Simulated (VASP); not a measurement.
A VASP calculation is set up with these files.

INCAR:
```
ISIF=3   # ions, shape and volume
PREC=Accurate
ISMEAR=1   # Methfessel-Paxton
SIGMA=0.1   # width (eV)
SYSTEM=Ba
IBRION=2
NSW=60
ALGO=Normal   # blocked Davidson
NELM=100
LASPH=.TRUE.   # aspherical one-centre terms
LREAL=.FALSE.   # projection in real space or not
GGA=PS   # PBEsol
LMAXMIX=4
EDIFF=1E-6   # SCF stop (eV)
EDIFFG=-0.01
LCHARG=.FALSE.
LWAVE=.FALSE.
ENCUT=400   # plane-wave cut-off (eV)
```

File KPOINTS:
```
Automatic mesh
0
Gamma
9 9 9
0 0 0
```

**POSCAR**
```
Ba
1.0
 -2.5100000000   2.5100000000   2.5100000000
  2.5100000000  -2.5100000000   2.5100000000
  2.5100000000   2.5100000000  -2.5100000000
Ba
1
Cart
  0.0000000000   0.0000000000   0.0000000000
```

POTCAR, in this order: Ba_sv (PBE.64 set). Program: vasp_std.

### Question
Translate this PBEsol calculation to Quantum ESPRESSO's pw.x.

### Answer
One equivalent input (not run):
```
&CONTROL
  calculation = 'vc-relax'
  pseudo_dir = './pseudo'
  outdir = './out'
  tprnfor = .true.
  tstress = .true.
  nstep = 60
  forc_conv_thr = 0.00039
/
&SYSTEM
  ibrav = 0
  nat = 1
  ntyp = 1
  ecutwfc = 56.6
  occupations = 'smearing'
  smearing = 'methfessel-paxton'
  degauss = 0.00735
  input_dft = 'pbesol'
/
&ELECTRONS
  conv_thr = 7.3e-08
  electron_maxstep = 100
/
&IONS
/
&CELL
/
ATOMIC_SPECIES
  Ba 137.327 Ba.upf
CELL_PARAMETERS angstrom
    -2.5100000    2.5100000    2.5100000
     2.5100000   -2.5100000    2.5100000
     2.5100000    2.5100000   -2.5100000
ATOMIC_POSITIONS crystal
  Ba   0.0000000  0.0000000  0.0000000
K_POINTS automatic
  9 9 9 0 0 0
```
The two are equivalent in intent, not identical: the potentials are each code's own (VASP's PAW set, PseudoDojo norm-conserving files in pw.x), so ENCUT and ecutwfc are chosen apart and not converted; conv_thr bounds pw.x's estimated SCF error, while EDIFF bounds the energy change between steps; forc_conv_thr acts on force components and is met together with etot_conv_thr.

The compound is Ba in the bcc structure. This run relaxes it. Symmetry was kept, so distortions that lower it aren't found.
